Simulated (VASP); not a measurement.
Sn2C: density of states with PBE

The system is Sn2C.

```
CELL_PARAMETERS angstrom
3.51657 0.00000 0.00000
0.00000 3.51657 0.00000
0.00000 0.00000 10.12055
ATOMIC_POSITIONS crystal
Sn 0.50000 0.00000 0.86712
Sn 0.00000 0.50000 0.13288
Sn 0.50000 0.00000 0.36712
Sn 0.00000 0.50000 0.63288
C 0.00000 0.00000 0.00000
C 0.50000 0.50000 0.50000
```

The cell was built by a generator and needn't be a form met in nature.

| Item | Value |
| --- | --- |
| Program | VASP 6.6.1 |
| Task | density of states |
| Functional | PBE |
| Potentials or basis | VASP PAW PBE potentials, release 64 (Sn_d, C) |
| Cutoff | 520 eV |
| k mesh | 8 × 8 × 4 |
| Occupations | gaussian, width 0.1 eV |
| Spin | no spin polarisation |
| k mesh for the DOS | 12 × 12 × 6 |
| Occupations for the DOS | tetrahedron |
| Further INCAR settings | ALGO = Normal; EDIFF = 1e-07; NBANDS = 41 |

```json
{"Valence electrons inside the program's atomic spheres": "Sn 12.27; C 2.30"}
```

Levels at points of the mesh, in eV from the Fermi level:
| k point | band 29 | band 30 | band 31 | band 32 | band 33 | band 34 | band 35 | band 36 |
| --- | --- | --- | --- | --- | --- | --- | --- | --- |
| (0.00, 0.00, 0.00) | -1.60 | -1.59 | -0.97 | 1.49 | 2.27 | 3.15 | 3.15 | 3.42 |
| (0.50, 0.00, 0.00) | -2.46 | -2.46 | -1.09 | -1.09 | 1.85 | 1.85 | 3.86 | 3.86 |
| (0.50, 0.50, 0.00) | -2.40 | -2.40 | -1.78 | -1.78 | -0.62 | -0.62 | -0.17 | -0.17 |
| (0.00, 0.00, 0.50) | -1.72 | -1.72 | 0.63 | 0.63 | 2.86 | 2.86 | 3.61 | 3.61 |
| (0.50, 0.00, 0.50) | -1.09 | -1.09 | -0.71 | -0.71 | 0.65 | 0.65 | 4.35 | 4.35 |
| (0.50, 0.50, 0.50) | -1.93 | -1.93 | -1.26 | -1.26 | -1.26 | -1.26 | -0.88 | -0.88 |

States per cell in windows of 0.5 eV (zero at the Fermi level; states under -8 eV left out):
```csv
from (eV),total,C5_p,C6_p,Sn1_p,Sn2_p,Sn3_p,Sn4_p
-8.0,1.07,0.03,0.03,0.01,0.01,0.01,0.01
-7.5,1.01,0.04,0.04,0.01,0.01,0.01,0.01
-7.0,0.98,0.04,0.04,0.01,0.01,0.01,0.01
-6.5,1.46,0.06,0.06,0.04,0.04,0.04,0.04
-6.0,0.98,0.04,0.04,0.03,0.03,0.03,0.03
-5.5,0.81,0.05,0.05,0.03,0.03,0.03,0.03
-5.0,0.37,0.02,0.02,0.01,0.01,0.01,0.01
-4.5,0.40,0.03,0.03,0.02,0.02,0.02,0.02
-4.0,1.94,0.15,0.15,0.12,0.12,0.12,0.12
-3.5,0.82,0.07,0.07,0.05,0.05,0.05,0.05
-3.0,1.29,0.11,0.11,0.09,0.09,0.09,0.09
-2.5,2.06,0.18,0.18,0.14,0.14,0.14,0.14
-2.0,1.87,0.22,0.22,0.11,0.11,0.11,0.11
-1.5,1.92,0.21,0.21,0.12,0.12,0.12,0.12
-1.0,1.22,0.09,0.09,0.09,0.09,0.09,0.09
-0.5,0.97,0.06,0.06,0.07,0.07,0.07,0.07
0.0,0.95,0.05,0.05,0.07,0.07,0.07,0.07
0.5,1.28,0.08,0.08,0.09,0.09,0.09,0.09
1.0,1.15,0.07,0.07,0.09,0.09,0.09,0.09
1.5,0.78,0.03,0.03,0.07,0.07,0.07,0.07
2.0,0.96,0.03,0.03,0.08,0.08,0.08,0.08
2.5,0.85,0.02,0.02,0.07,0.07,0.07,0.07
3.0,1.64,0.05,0.05,0.12,0.12,0.12,0.12
3.5,1.76,0.07,0.07,0.13,0.13,0.13,0.13
4.0,1.60,0.10,0.10,0.10,0.10,0.10,0.10
4.5,1.72,0.12,0.12,0.10,0.10,0.10,0.10
5.0,2.35,0.16,0.16,0.13,0.13,0.13,0.13
5.5,1.27,0.07,0.07,0.08,0.08,0.08,0.08
6.0,1.28,0.07,0.07,0.09,0.09,0.09,0.09
6.5,0.33,0.02,0.02,0.02,0.02,0.02,0.02
7.0,0.08,0.00,0.00,0.00,0.00,0.00,0.00
7.5,0.00,0.00,0.00,0.00,0.00,0.00,0.00
```

Run time: 80 s on 4 MPI ranks on Intel(R) Xeon(R) 6975P-C (Granite Rapids), with other jobs on the host, peak memory 0.52 GiB a rank.
